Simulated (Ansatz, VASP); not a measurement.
# Mo (Mo(110)): VASP beside Ansatz

Aim: how closely do two programs agree when they are given the same cell, functional and k mesh? The cell is taken from a series of runs on this material, whose earlier steps may have relaxed, scaled, displaced or heated it; both programs get it as it stands.

Main program and level: Ansatz 0.2.0; plane waves, with VASP 6.6.1 beside it; single point at PBE.

## 1. The starting structure

The cell holds 7 atoms: 7 Mo. Cell: a = 2.728 Å, b = 2.728 Å, c = 39.364 Å, α = 90.0°, β = 90.0°, γ = 70.5°. Vacuum lies along c.

## 2. Ansatz: single point, PBE

Ansatz runs on its default PAW (the set named soft_2) files.

With cell and atoms fixed, the geometry can't cause a difference; cores, projectors, grids and the points listed under the comparison can.

input.yaml reads:

```yaml
crystal:
  lattice:
    - [2.2273863607, -1.575, 0.0]
    - [2.2273863607, 1.575, 0.0]
    - [0.0, 0.0, 39.3643181644]
  atoms:
    - { symbol: Mo, position: [0.0, 0.0, 0.3302483215] }
    - { symbol: Mo, position: [0.5, 0.5, 0.3868322143] }
    - { symbol: Mo, position: [0.0, 0.0, 0.4434161072] }
    - { symbol: Mo, position: [0.5, 0.5, 0.5] }
    - { symbol: Mo, position: [0.0, 0.0, 0.5565838928] }
    - { symbol: Mo, position: [0.5, 0.5, 0.6131677857] }
    - { symbol: Mo, position: [0.0, 0.0, 0.6697516785] }
kpoints:
  mp_grid: { grid: [16, 16, 1] }
hamiltonian:
  xc: pbe
scf:
  occupations: { method: fermi_dirac, width: 0.1 }
  convergence: { dr2_threshold: 1.0e-09 }
efield:
  axis: 3
  dipole_correction: true
  ramp_position: 0.97
  ramp_width: 0.06
output:
  write_potential: true
  write_density: true
  volumetric_format: npy
```

Command:

```
$ ansatz run input.yaml --threads 2 --pin off --max-ram 3072MiB --backend cpu --events-out ev --progress --plain --runs-dir out
```

Numbers of over 12 decimals in the logs are rounded to 6 here.

What it wrote:

```text
Engine: ansatz 0.2.0, aarch64-unknown-linux-gnu
Pseudopotentials: kind: paw
Pseudopotential: Mo, paw, valence charge 14, recommended cutoff 420 eV (normal), Mo.paw.azcp
Functional definition: PBE
  parameter kappa = 0.804
  parameter beta = 0.066725
  exchange = pbe_x(kappa = kappa, mu = beta*pi^2/3)
  correlation = pbe_c(beta = beta)
Crystal: 7 atoms, lattice volume = 276.191 Å³
Basis set: ecut = 420 eV, 5489 PW (Γ)
Bands: 59, of which v1, the nominal top of the filled ones, is band 49 counted from 1 (48 counted from 0)
Symmetry: 4 space group operations
k-points: 73 of 256
Non-local potential: Mo, projectors of the file, l = 0: 3, l = 1: 2, l = 2: 2, l = 3: 1
PAW form: soft (Blöchl's): semilocal exchange-correlation on the pseudo side does not see the compensation charge
PAW one-centre angular grid: Mo, 590 points (default); XC on 64 Gauss nodes
Initial density: superposition of atomic densities (neutral atoms: chi_scale 0, normalization atom), corrected by the library's trained network
Initial wavefunctions: pseudopotential atomic-orbital guess
Functional: x = pbe(κ = 0.804, μ = 0.219515), c = pbe(β = 0.066725)
SCF iter   1: F=—  HF=-34689.739551 eV  |F-HF|=—  |Δ(HF+E_count)|=         —  Δρ=3.33e-3  dr2=2.11e-1  ethr=1.77e-3  p=0.000 e·Å  D=3.10e-13 V/Å  ΔV_dip=-0.00 eV  dr2_dipole=1.33e-8  V_vac-E_F(+/−)=4.86/4.86 eV  ⟨swp⟩=8.8  Hψ=45100  notcnv=0  defer=49
efield: sawtooth ramp at fractional position 0.9700 (set: `efield.ramp_position`, or a place that a band, a saddle search or an elastic batch's reference lends), width 0.0600; the density the first Hamiltonian is built on has a dipole p = 0.000 e·Å; the dipole correction subtracts the counter field D = 3.10e-13 V/Å, which shifts the + side's vacuum level by -0.00 eV against the − side's; the planar-averaged density in the ramp window peaks in size at 3.8e-7 e/Å³
automatic band count: the SCF goes on with 69 bands, as 59 were too few: the levels above may hold too much charge
preconditioner: auto → LDOS  [metal: Δε(μ)=0.005 eV  Ē_g=5.257 eV  σ=0.100 eV  W_gap=0.01  n_scr=28 (ndim 8)  ℏωp=14.5 eV  f_vac=0.560  D(μ)=5.38/eV (n_scr^D=22)  β→1.0]
SCF iter   2: F=—  HF=-34689.735695 eV  |F-HF|=—  |Δ(HF+E_count)|=   3.86e-3  Δρ=1.51e-3  dr2=2.39e-2  ethr=2.15e-4  p=-0.000 e·Å  D=-4.97e-6 V/Å  ΔV_dip=0.00 eV  dr2_dipole=5.06e-8  V_vac-E_F(+/−)=4.68/4.68 eV  ⟨swp⟩=1.7  Hψ=6707  notcnv=0  defer=72
SCF iter   3: F=—  HF=-34689.733316 eV  |F-HF|=—  |Δ(HF+E_count)|=   2.38e-3  Δρ=3.70e-4  dr2=1.54e-3  ethr=2.44e-5  p=-0.000 e·Å  D=-1.88e-6 V/Å  ΔV_dip=0.00 eV  dr2_dipole=7.61e-10  V_vac-E_F(+/−)=4.69/4.69 eV  ⟨swp⟩=2.0  Hψ=6377  notcnv=0  defer=72
SCF iter   4: F=—  HF=-34689.733160 eV  |F-HF|=—  |Δ(HF+E_count)|=   1.56e-4  Δρ=1.05e-4  dr2=7.29e-5  ethr=1.57e-6  p=-0.000 e·Å  D=-1.24e-6 V/Å  ΔV_dip=0.00 eV  dr2_dipole=5.04e-11  V_vac-E_F(+/−)=4.67/4.67 eV  ⟨swp⟩=2.8  Hψ=7204  notcnv=0  defer=72
SCF iter   5: F=—  HF=-34689.733152 eV  |F-HF|=—  |Δ(HF+E_count)|=   7.43e-6  Δρ=3.63e-5  dr2=1.14e-5  ethr=7.44e-8  p=-0.000 e·Å  D=-7.10e-7 V/Å  ΔV_dip=0.00 eV  dr2_dipole=6.85e-11  V_vac-E_F(+/−)=4.67/4.67 eV  ⟨swp⟩=3.0  Hψ=7654  notcnv=0  defer=72
SCF iter   6: F=—  HF=-34689.733157 eV  |F-HF|=—  |Δ(HF+E_count)|=   4.83e-6  Δρ=1.80e-5  dr2=2.51e-6  ethr=1.16e-8  p=-0.000 e·Å  D=-2.93e-7 V/Å  ΔV_dip=0.00 eV  dr2_dipole=1.04e-11  V_vac-E_F(+/−)=4.66/4.66 eV  ⟨swp⟩=2.1  Hψ=6624  notcnv=0  defer=72
SCF iter   7: F=—  HF=-34689.733309 eV  |F-HF|=—  |Δ(HF+E_count)|=   1.52e-4  Δρ=4.46e-6  dr2=1.97e-7  ethr=2.56e-9  p=-0.000 e·Å  D=-1.06e-7 V/Å  ΔV_dip=0.00 eV  dr2_dipole=1.15e-11  V_vac-E_F(+/−)=4.66/4.66 eV  ⟨swp⟩=2.1  Hψ=6700  notcnv=0  defer=70
SCF iter   8: F=—  HF=-34689.733309 eV  |F-HF|=—  |Δ(HF+E_count)|=   6.34e-8  Δρ=1.62e-6  dr2=1.25e-8  ethr=2.01e-10  p=-0.000 e·Å  D=-3.63e-8 V/Å  ΔV_dip=0.00 eV  dr2_dipole=5.33e-16  V_vac-E_F(+/−)=4.66/4.66 eV  ⟨swp⟩=2.6  Hψ=7652  notcnv=0  defer=70
SCF iter   9: F=—  HF=-34689.733309 eV  |F-HF|=—  |Δ(HF+E_count)|=   7.94e-9  Δρ=5.05e-7  dr2=1.51e-9  ethr=1.28e-11  p=-0.000 e·Å  D=-1.31e-8 V/Å  ΔV_dip=0.00 eV  dr2_dipole=8.36e-12  V_vac-E_F(+/−)=4.66/4.66 eV  ⟨swp⟩=2.8  Hψ=8775  notcnv=0  defer=70
SCF iter  10: F=-34689.733309 eV  HF=-34689.733309 eV  |F-HF|=1.09e-10  |Δ(HF+E_count)|=  9.82e-10  Δρ=2.06e-7  dr2=2.02e-10  ethr=1.02e-12  p=-0.000 e·Å  D=-5.90e-9 V/Å  ΔV_dip=0.00 eV  dr2_dipole=9.26e-17  V_vac-E_F(+/−)=4.66/4.66 eV  ⟨swp⟩=9.6  Hψ=13807  notcnv=0
SCF 1 converged in 10 iterations: F = -34689.733309 eV  dr2 = 2.02e-10
  greatest PAW one-centre occupation: 0.998 electrons in one spin orbital (limit 2), on the Mo atom at site 6 (counted from 0), in its partial waves of l = 0
WARN: The output density's exchange-correlation potential varies sharply where the density is thin. Do not read a vacuum level from v_tot or v_xc, or from such a field of the output density. On a cell that repeats whose density bears no net charge and no dipole along the vacuum's axis use v_es (v_loc + v_h of the components); under efield.dipole_correction with no amplitude use v_es + v_field, which holds any externa [...]
SCF converged after 10 iterations
Free energy (F): -34689.733309 eV
Harris-Foulkes:  -34689.733309 eV  (|F-HF|=1.09e-10)
Internal energy: -34689.553800 eV  (E = F + TS)
E sigma→0 (E₀):  -34689.643554 eV
Entropy (-TS):   -0.179509 eV (-25.644 meV/atom)
Fermi energy:    5.604727 eV
Dipole field:    D = -0.000000 V/Å  (p = -0.000000 e·Å, saw-weighted, corrected)
Work function:   Φ+ = 4.6599 eV   Φ− = 4.6599 eV
Levels:          The Fermi level and band energies are counted from a zero that moves with the ramp; work functions are not
--- Per-component energies (eV) ---
  E_band       = -1894.454360
  E_kinetic    = 3080.718331
  E_local      = -304293.963644  (includes V_loc(G=0)·N_el)
  E_nonlocal   = 1000.670447
  E_hartree    = 150462.121886
  E_xc         = -1281.014705
  E_vxc        = -1598.402194  (∫ρ·V_xc dr)
  E_paw        = -22408.879539  (= ΣΔE_a)
  E_vpaw       = -1007.721932  (= ΣTr[D̂ρ^β])
  E_aug_tail   = 0.000295  (compensation charges beyond the density's cutoff)
  E_efield     = 0.000000  (sawtooth field / dipole correction)
  E_vefield    = 0.000000  (∫n·V_field dr)
  E_ewald      = 138750.793131
  E_smearing   = -0.179509  (= −TS)
  E_closure    = 0.000000  (closes the sum)
  Σ components = -34689.733309   (vs F -34689.733309, Δ=0.00e0)
--- Band table (eV; the first three rows and the last of 73) ---
  k-point 0: bands = [... 45 lower, 4.2366, 4.4192, 4.5582, 4.9459, 5.4283, 5.7966, 6.2782, 6.7250, ... 16 higher]
  k-point 1: bands = [... 45 lower, 4.2935, 4.3999, 4.5266, 5.0922, 5.2019, 5.9584, 5.9732, 6.4437, ... 16 higher]
  k-point 2: bands = [... 45 lower, 4.0516, 4.5863, 4.6522, 4.9113, 5.2488, 5.5872, 5.6550, 6.3530, ... 16 higher]
  k-point 72: bands = [... 45 lower, 5.9879, 6.0647, 6.4519, 6.5356, 6.7252, 6.8981, 7.1033, 7.8673, ... 16 higher]
```

## 3. VASP: single point, PBE

The same cell, functional, mesh and smearing now go to VASP, with its own data sets.

Lines of VASP's logs that name or quote its potential files are left out, and so is its time.

INCAR reads:

```
SYSTEM = Mo
PREC = Accurate
ENCUT = 400
EDIFF = 1E-06
NELM = 120
ISMEAR = -1
SIGMA = 0.1
LREAL = .FALSE.
ALGO = Normal
GGA = PE
NBANDS = 60
LASPH = .TRUE.
LORBIT = 11
LWAVE = .FALSE.
LCHARG = .FALSE.
ISIF = 2
LDIPOL = .TRUE.
IDIPOL = 3
DIPOL = 0.5 0.5 0.5
LVHAR = .TRUE.
GGA_COMPAT = .FALSE.
NELMDL = -8
KPAR = 2
```

POSCAR reads:

```
Mo
1.0
    2.2273863607     -1.5750000000      0.0000000000
    2.2273863607      1.5750000000      0.0000000000
    0.0000000000      0.0000000000     39.3643181644
Mo
7
Direct
    0.0000000000      0.0000000000      0.3302483215
    0.5000000000      0.5000000000      0.3868322143
    0.0000000000      0.0000000000      0.4434161072
    0.5000000000      0.5000000000      0.5000000000
    0.0000000000      0.0000000000      0.5565838928
    0.5000000000      0.5000000000      0.6131677857
    0.0000000000      0.0000000000      0.6697516785
```

KPOINTS reads:

```
Automatic mesh
0
Gamma
16 16 1
0 0 0
```

The projector-augmented-wave data sets are Mo_sv (PBE family, release 64).

Command:

```
$ mpirun -np 2 vasp_std
```

What it wrote:

```text
[banner, memory and clock lines left out]
running    2 mpi-ranks, on    1 nodes
 distrk:  each k-point on    1 cores,    2 groups
 distr:  one band on    1 cores,    1 groups

 POSCAR found type information on POSCAR Mo
 POSCAR found :  1 types and       7 ions
 LDA part: xc-table for (Slater+PW92), standard interpolation
 POSCAR, INCAR and KPOINTS ok, starting setup
 FFT: planning ... GRIDC
 FFT: planning ... GRID_SOFT
 FFT: planning ... GRID
 WAVECAR not read
 entering main loop
       N       E                     dE             d eps       ncg     rms          rms(c)
DAV:   1     0.915463417186E+03    0.91546E+03   -0.58175E+04 11872   0.124E+03
DAV:   2    -0.457564063567E+02   -0.96122E+03   -0.93345E+03  9944   0.423E+02
DAV:   3    -0.783814649710E+02   -0.32625E+02   -0.31409E+02 11732   0.662E+01
DAV:   4    -0.794874618835E+02   -0.11060E+01   -0.10768E+01 11528   0.943E+00
DAV:   5    -0.795352707294E+02   -0.47809E-01   -0.47011E-01 11892   0.155E+00
DAV:   6    -0.795378186131E+02   -0.25479E-02   -0.25018E-02 11680   0.266E-01
DAV:   7    -0.795379981077E+02   -0.17949E-03   -0.17778E-03 10828   0.547E-02
DAV:   8    -0.795380211376E+02   -0.23030E-04   -0.22821E-04  9456   0.117E-02    0.361E+01
DAV:   9    -0.917928418910E+02   -0.12255E+02   -0.77787E+01 12320   0.387E+01    0.277E+01
DAV:  10    -0.185598744934E+03   -0.93806E+02   -0.13027E+03 12800   0.739E+01    0.597E+01
DAV:  11    -0.127708929634E+03    0.57890E+02   -0.14079E+02  9840   0.367E+01    0.311E+01
DAV:  12    -0.761003691696E+02    0.51609E+02   -0.95573E+01 12300   0.254E+01    0.120E+01
DAV:  13    -0.743360644002E+02    0.17643E+01   -0.37114E+01 11060   0.148E+01    0.659E+00
DAV:  14    -0.748041609744E+02   -0.46810E+00   -0.47670E+00 11264   0.651E+00    0.689E+00
[...]
DAV:  28    -0.741486425714E+02   -0.44053E-04   -0.16015E-05  9116   0.204E-02    0.110E-02
DAV:  29    -0.741486623469E+02   -0.19775E-04   -0.85548E-06  8836   0.124E-02    0.142E-02
DAV:  30    -0.741486747196E+02   -0.12373E-04   -0.24037E-06  7312   0.107E-02    0.860E-03
DAV:  31    -0.741486874854E+02   -0.12766E-04   -0.26603E-06  8276   0.811E-03    0.424E-03
DAV:  32    -0.741486930830E+02   -0.55975E-05   -0.44826E-07  5500   0.296E-03    0.151E-03
DAV:  33    -0.741486967459E+02   -0.36629E-05   -0.21516E-07  5384   0.199E-03    0.555E-04
DAV:  34    -0.741486993193E+02   -0.25734E-05   -0.16588E-07  5504   0.126E-03    0.128E-03
DAV:  35    -0.741487000794E+02   -0.76013E-06   -0.39440E-08  5232   0.722E-04
   1 F= -.74148700E+02 E0= -.74058890E+02  d E =-.179621E+00
```

OUTCAR, selected parts (step 3):

```text
ion  position               nearest neighbor table
   1  0.000  0.000  0.330-   2 2.73   2 2.73   2 3.15   2 3.15
   2  0.500  0.500  0.387-   1 2.73   1 2.73   3 2.73   3 2.73   1 3.15   1 3.15   3 3.15   3 3.15

  LATTYP: Found a base centered orthorhombic cell.
 ALAT       =     3.1500000000
 B/A-ratio  =     1.4142135623
 C/A-ratio  =    12.4966089411

 Subroutine GETGRP returns: Found  8 space group operations
 (whereof  8 operations were pure point group operations)

The static configuration has the point symmetry D_2h.

 Found     73 irreducible k-points:

   k-points           NKPTS =     73   k-points in BZ     NKDIM =     73   number of bands    NBANDS=     60

   dimension x,y,z NGX =    18 NGY =   18 NGZ =  270
   dimension x,y,z NGXF=    36 NGYF=   36 NGZF=  540

   ENCUT  =  400.0 eV  29.40 Ry    5.42 a.u.   4.45  4.45 64.19*2*pi/ulx,y,z

   NELECT =      98.0000    total number of electrons

 k-points in reciprocal lattice and weights: Automatic mesh
   0.00000000  0.00000000  0.00000000       0.004
   0.06250000  0.00000000  0.00000000       0.016
   0.12500000  0.00000000  0.00000000       0.016
   0.18750000 -0.00000000  0.00000000       0.016
   0.25000000  0.00000000  0.00000000       0.016
   0.31250000  0.00000000  0.00000000       0.016
   0.37500000 -0.00000000  0.00000000       0.016
   0.43750000  0.00000000  0.00000000       0.016
   0.50000000  0.00000000  0.00000000       0.008
[...]
-0.43750000  0.43750000  0.00000000       0.008
   0.50000000  0.50000000  0.00000000       0.004

 dipolmoment           0.000000      0.000000      0.000000 electrons x Angstroem

 average (electrostatic) potential at core
       1 -79.4395       2 -79.6126       3 -79.5404       4 -79.5542       5 -79.5404
       6 -79.6126       7 -79.4395

 E-fermi :   2.2332

 k-point     1 :       0.0000    0.0000    0.0000
  band No.  band energies     occupation
    ...
     46       0.8647      2.00000
     47       1.0474      1.99999
     48       1.1856      1.99994
     49       1.5740      1.99726
     50       2.0583      1.70360
     51       2.4245      0.25733
     52       2.9097      0.00231
     53       3.3550      0.00003
     54       3.3976      0.00002
     55       3.5051      0.00001
    ...

 k-point     2 :       0.0625    0.0000    0.0000
  band No.  band energies     occupation
    ...
     46       0.9221      2.00000
     47       1.0269      1.99999
     48       1.1548      1.99996
     49       1.7202      1.98824
     50       1.8314      1.96468
     51       2.5866      0.05676
     52       2.6042      0.04779
     53       3.0763      0.00044
     54       3.2429      0.00008
     55       3.3037      0.00004
    ...

 k-point     3 :       0.1250    0.0000    0.0000
  band No.  band energies     occupation
    ...
     48       1.2806      1.99985
     49       1.5394      1.99806
     50       1.8784      1.94407
     51       2.2157      1.08746
     52       2.2869      0.73802
     53       2.9816      0.00112
     54       3.1023      0.00034
     55       3.1551      0.00020
     56       3.3581      0.00003
     57       3.4055      0.00002
    ...

  Total       -3.3047918     -2.7888049     -1.5556321     -0.0000000      0.0000000      0.0000000
  in kB      -19.1710474    -16.1778153     -9.0241983     -0.0000000      0.0000000      0.0000000
  external PRESSURE =     -14.7910203 kB  Pullay stress =       0.0000000 kB

  energy-cutoff  :      400.00
  volume of cell :      276.19
      direct lattice vectors                 reciprocal lattice vectors
     2.227386361 -1.575000000  0.000000000     0.224478343 -0.317460317  0.000000000
     2.227386361  1.575000000  0.000000000     0.224478343  0.317460317  0.000000000
     0.000000000  0.000000000 39.364318164     0.000000000  0.000000000  0.025403717

 POSITION                                       TOTAL-FORCE (eV/Angst)
 -----------------------------------------------------------------------------------
      0.00000      0.00000     13.00000        -0.000000      0.000000      0.488367
      2.22739      0.00000     15.22739        -0.000000      0.000000     -0.627551
      0.00000      0.00000     17.45477         0.000000      0.000000     -0.020224
      2.22739      0.00000     19.68216         0.000000     -0.000000      0.000000
      0.00000      0.00000     21.90955         0.000000      0.000000      0.020224
      2.22739      0.00000     24.13693        -0.000000      0.000000      0.627551
      0.00000      0.00000     26.36432        -0.000000      0.000000     -0.488367
 -----------------------------------------------------------------------------------
    total drift:                                0.000000      0.000000      0.000000

  FREE ENERGIE OF THE ION-ELECTRON SYSTEM (eV)
  ---------------------------------------------------
  free  energy   TOTEN  =       -74.1487000794 eV

  energy  without entropy=      -73.9690795350  energy(sigma->0) =      -74.05888981

 vacuum level on the upper side and lower side of the slab         6.891         6.891

 total charge
# of ion       s       p       d       tot
------------------------------------------
    1        2.371   6.128   3.887  12.385
    2        2.380   6.203   3.911  12.494
    3        2.381   6.206   3.916  12.503
    4        2.382   6.210   3.904  12.496
    5        2.381   6.206   3.916  12.503
    6        2.380   6.203   3.911  12.494
    7        2.371   6.128   3.887  12.385
--------------------------------------------------
tot         16.645  43.285  27.330  87.259

[... 3 further parts left out ...]
```

## 4. Side by side

Known differences besides the potentials themselves: the cutoff is 420 eV in Ansatz and 400 eV in VASP. Total energies have different zeros and are not compared.

Compared:

```tsv
quantity	Ansatz	VASP	difference
work function, lower of the two faces (eV)	4.66	4.66	0.00
work function, higher of the two faces (eV)	4.66	4.66	0.00
```

With vacuum in the cell, a pressure given here is an average over mostly empty space and none of the material.

## 5. Results

- difference in work function, lower of the two faces (single point, PBE): 0.0021 eV

In words: The difference in work function, lower of the two faces is 0.0021 eV (single point, PBE). Such differences can come from data sets, numerical settings and the points named under the comparisons, not from the functional's error against experiment.

[Lines on the potential files, build, host, timing and source positions are cut from VASP's logs without a mark.]

[Logs are printed without paths, hosts, clocks, repeated set-up lines and the standing remarks that a program may print on its own settings, such as how far it seeks lower states.]

[Hosts, paths, dates, database ids (printed as entryN), source tags and the programs' standing remarks are cut or masked in the printed files.]
